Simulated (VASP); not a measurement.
Consider the following.

```xyz
1
Lattice="-1.6213 1.6213 1.6213 1.6213 -1.6213 1.6213 1.6213 1.6213 -1.6213" Properties=species:S:1:pos:R:3 pbc="T T T"
Ti     0.0000     0.0000     0.0000
```

Method: r2SCAN+rVV10, VASP's PBE PAW potentials (set 64) (plane waves; VASP). Numerical set-up: 400 eV cut-off, 18×18×18 Γ-centred mesh, tetrahedra with Blöchl corrections, potentials Ti_sv.

Task: Tabulate the total density of states (states/eV per cell) against energy (eV; zero at the valence-band maximum or, without a gap, the Fermi level).

Result: 
(E (eV), DOS (states/eV)): (-9.98, 0.00); (-9.74, 0.00); (-9.50, 0.00); (-9.26, 0.00); (-9.02, 0.00); (-8.90, 0.00); (-8.66, 0.00); (-8.42, 0.00); (-8.18, 0.00); (-7.94, 0.00); (-7.70, 0.00); (-7.46, 0.00); (-7.22, 0.00); (-6.98, 0.00); (-6.74, 0.00); (-6.62, 0.00); (-6.38, 0.00); (-6.14, 0.03); (-5.90, 0.06); (-5.66, 0.07); (-5.42, 0.09); (-5.18, 0.10); (-4.94, 0.12); (-4.70, 0.13); (-4.46, 0.15); (-4.34, 0.16); (-4.10, 0.18); (-3.86, 0.21); (-3.62, 0.24); (-3.38, 0.27); (-3.14, 0.33); (-2.90, 0.41); (-2.66, 0.61); (-2.42, 0.81); (-2.18, 1.00); (-2.06, 1.12); (-1.82, 1.48); (-1.58, 0.99); (-1.34, 0.75); (-1.10, 0.64); (-0.86, 0.58); (-0.62, 1.89); (-0.38, 2.31); (-0.14, 2.29); (0.10, 2.09); (0.22, 2.35); (0.46, 1.69); (0.70, 1.26); (0.94, 0.96); (1.18, 0.36); (1.42, 0.33); (1.66, 0.46); (1.90, 0.64); (2.14, 1.23); (2.38, 1.51); (2.50, 1.72); (2.74, 2.23); (2.98, 2.44); (3.22, 2.73); (3.46, 3.93)
Within 2 eV below the Fermi level the largest weight inside VASP's projection spheres is Ti d.

The structure comes from a measured Ti entry (Im-3m) of the Crystallography Open Database, whose conditions weren't checked. It was relaxed first.
